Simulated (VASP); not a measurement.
Given:

```yaml
crystal:
  lattice:
    - [0.00000, 1.94404, 1.94404]
    - [1.94404, 0.00000, 1.94404]
    - [1.94404, 1.94404, 0.00000]
  atoms:
    - { symbol: Ir, position: [0.00000, 0.00000, 0.00000] }
```

Computed with RPBE GGA, VASP's PBE PAW potentials (set 64) (plane waves; VASP 6.6.1). Run with 520 eV cut-off, 18×18×18 Γ-centred mesh, tetrahedra with Blöchl corrections, potentials Ir.

Unless said otherwise, spin-orbit coupling is left out, though it shifts the bands of the heavy elements here.

Q: Predict the energy per atom (σ→0), band gap (on the k-mesh) with the smallest direct gap where there is one.

A: 
| Quantity | Result |
|---|---|
| band gap (on the k-mesh) | none (metal, semimetal or under 0.01 eV) |
| energy per atom (σ→0) | -8.190 eV/atom |

Only differences to runs with the same potentials and settings are physical.

The compound is Ir in the fcc structure. It was relaxed first.
